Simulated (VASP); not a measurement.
Co (hcp): the lattice constant a from VASP (plane waves, PAW) at several levels of theory. Static lattice.  The measured value holds thermal and zero-point effects that the static calculation lacks.

```json
[
 {"level": "LDA", "lattice constant a (Å)": "2.425", "error against measurement": "-3.3 %"},
 {"level": "PBE", "lattice constant a (Å)": "2.494", "error against measurement": "-0.5 %"},
 {"level": "PBEsol", "lattice constant a (Å)": "2.455", "error against measurement": "-2.1 %"},
 {"level": "SCAN", "lattice constant a (Å)": "2.457", "error against measurement": "-2.0 %"},
 {"level": "r2SCAN", "lattice constant a (Å)": "2.468", "error against measurement": "-1.6 %"}
]
```

Measured: 2.507 Å at 293 K (as given by Wikipedia, Cobalt (infobox)).

The cell of the LDA run:

```
Co
1.0
    1.21261    -2.10030     0.00000
    1.21261     2.10030     0.00000
    0.00000     0.00000     3.90868
Co
2
Direct
  0.33333   0.66667   0.25000
  0.66667   0.33333   0.75000
```
Starting moments (μB, in the order of the record's atoms Co Co): 1.5 1.5.

Only levels that ran to the end are used. Left out are those held back, those with too coarse a band path, GW runs whose mesh misses a band edge, hybrids' fits of cells that aren't cubic and levels without matching references; a question may draw on a part of the rest.

The compound is Co in the hcp structure.
